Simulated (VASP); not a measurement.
SnAu, 4 atoms in the cell. It takes space group P6_3/mmc (No. 194, hexagonal). The conventional cell has a = 4.333 Å, b = 4.333 Å, c = 5.552 Å, α = 90.00°, β = 90.00°, γ = 120.00°. Sn (site symmetry -6m2) has 6 Au at 2.86 Å as nearest neighbours. Au (site symmetry -3m) is surrounded by 2 Au at 2.78 Å and 6 Sn at 2.86 Å. The cell is a database's computed one.

| Property | Result |
| --- | --- |
| Program | VASP 6.6.1 |
| Task | single point |
| Functional | PBEsol |
| Potentials or basis | VASP PAW PBE potentials, release 64 (Sn_d, Au) |
| Cutoff | 520 eV |
| k mesh | 12 × 12 × 8 |
| Occupations | gaussian, width 0.5 eV |
| Spin | no spin polarisation |
| Further INCAR settings | ALGO = Fast; EDIFF = 1e-07; NBANDS = 33 |

Potentials or basis: VASP PAW PBE potentials, release 64 (Sn_d, Au).

Launch:

```sh
$ cat potpaw_PBE.64/Sn_d/POTCAR potpaw_PBE.64/Au/POTCAR > POTCAR
$ mpirun -np 1 vasp_std > vasp.out
```

Hardware: 1 thread of AMD EPYC 9R45 (Zen 5), on a shared host.

**Question.** How long does it take, and how much memory?

**Answer.** It took 9.1 min on 1 thread of AMD EPYC 9R45 (Zen 5), with other jobs on the host, peak memory 0.58 GiB. Counts: scf iterations 21, k points 215.
